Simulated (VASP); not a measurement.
Given:

```
Ag3Rh
1.0
   -0.07615     3.95377     4.00897
    3.95377    -0.07615     4.00897
    1.93881     1.93881     0.00000
Rh Ag
1 3
Direct
  0.00000   0.00000   0.00000
  0.00000   0.50000   0.00000
  0.50000   0.00000   0.00000
  0.50000   0.50000   0.00000
```

All values below come from PBEsol GGA, VASP's PBE PAW potentials (set 64) (plane waves; VASP 6.6.1). Numerical set-up: 400 eV cut-off, 8×8×15 Γ-centred mesh, tetrahedra with Blöchl corrections, potentials Rh_pv Ag.

The cores are frozen, which limits the accuracy of field gradients.

Question: Give the principal components of the electric field gradient (V/Å²) and the asymmetry η at each nucleus.

Answer: 
```csv
atom,Vxx,Vyy,Vzz,η
Rh1,-35.9,-22.0,57.8,0.24
Ag2,20.1,1.0,-21.1,0.90
Ag3,20.1,1.0,-21.1,0.90
Ag4,17.8,12.4,-30.2,0.18
```

The structure was generated: Ag3Rh was put into an ordered model structure (Cmmm), which need not be its known phase. It was relaxed first.
